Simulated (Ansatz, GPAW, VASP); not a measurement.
Code comparison for Tl₃VSe₄ (P1, 8 atoms in the cell)

Self-consistent single point, at a second geometry (atoms moved at random). First geometry:

```
CELL_PARAMETERS angstrom
     -3.91937     3.91937     3.91937
      3.91937    -3.91937     3.91937
      3.91937     3.91937    -3.91937
ATOMIC_POSITIONS crystal
  V  0.00000 0.00000 0.00000
  Tl 0.50000 0.50000 0.00000
  Tl 0.00000 0.50000 0.50000
  Tl 0.50000 0.00000 0.50000
  Se 0.66378 0.66378 0.66378
  Se 0.33622 0.00000 0.00000
  Se 0.00000 0.00000 0.33622
  Se 0.00000 0.33622 0.00000
```

Second geometry:
```
Tl3VSe4
1.0
   -3.91937     3.91937     3.91937
    3.91937    -3.91937     3.91937
    3.91937     3.91937    -3.91937
V Tl Se
1 3 4
Direct
  0.99136   0.99887   0.99445
  0.50108   0.50117   0.99992
  0.99582   0.49831   0.49727
  0.50838   0.00842   0.50067
  0.66093   0.65495   0.66301
  0.33151   0.00179   0.01008
  0.00337   0.99977   0.33788
  0.00754   0.33673   0.99671
```

Shared settings, as Ansatz (a first-principles code) writes them: kpoints.mp_grid.grid = 3 3 3; scf.occupations.method = fermi_dirac; scf.occupations.width = 0.0007 Ry. Potentials and cutoffs stand in the table.

| code | model | ΔF from the first geometry (meV/atom) | pressure (GPa) | largest force (eV/Å) | gap on the mesh (eV) | cutoff |
|---|---|---|---|---|---|---|
| GPAW | LDA (Perdew-Wang 92), GPAW PAW datasets LDA (gpaw-data 1.0.1) | 4.1 | -3.20 | 0.749 | 1.790 | 800 eV |
| Ansatz | LDA (PW92), default PAW files made with PBE | 4.1 | -3.09 | 0.756 | 1.801 | default |
| VASP | LDA (PZ), VASP's LDA PAW potentials (set 64) | 4.3 | -3.21 | 0.757 | 1.796 | 300 eV |

Size of the force on each atom (eV/Å): Sizes of forces hide their directions.

```json
[
 {"code": "GPAW", "V1": "0.749", "Tl2": "0.051", "Tl3": "0.065", "Tl4": "0.082", "Se5": "0.207", "Se6": "0.216", "Se7": "0.423", "Se8": "0.206"},
 {"code": "Ansatz", "V1": "0.756", "Tl2": "0.052", "Tl3": "0.066", "Tl4": "0.083", "Se5": "0.202", "Se6": "0.216", "Se7": "0.416", "Se8": "0.217"},
 {"code": "VASP", "V1": "0.757", "Tl2": "0.052", "Tl3": "0.067", "Tl4": "0.084", "Se5": "0.182", "Se6": "0.209", "Se7": "0.385", "Se8": "0.246"}
]
```

Gaps are read on the mesh.

On Ansatz's run: spin-orbit coupling is off.

The spread over the programs that give each value: ΔF from the first geometry within 0.2 meV/atom; pressure within 0.12 GPa; largest force within 0.008 eV/Å; gap on the mesh within 0.011 eV.

Ansatz's pressure is given at a fixed set of plane waves, as the other plane-wave codes print theirs. The same LDA comes in different parametrisations, which differ slightly.

VASP's run is marked for a possible Pulay error in its stress at this cutoff; no cutoff test was made.

The starting cell comes from a database of computed structures (which also holds hypothetical and non-ambient phases and stackings), without a prior relaxation at this level. For this run, on top of that: atoms moved at random.

Left out of this page: CP2K and SIESTA (not drawn, or without a comparable value).

Keys are those of Ansatz 0.2.
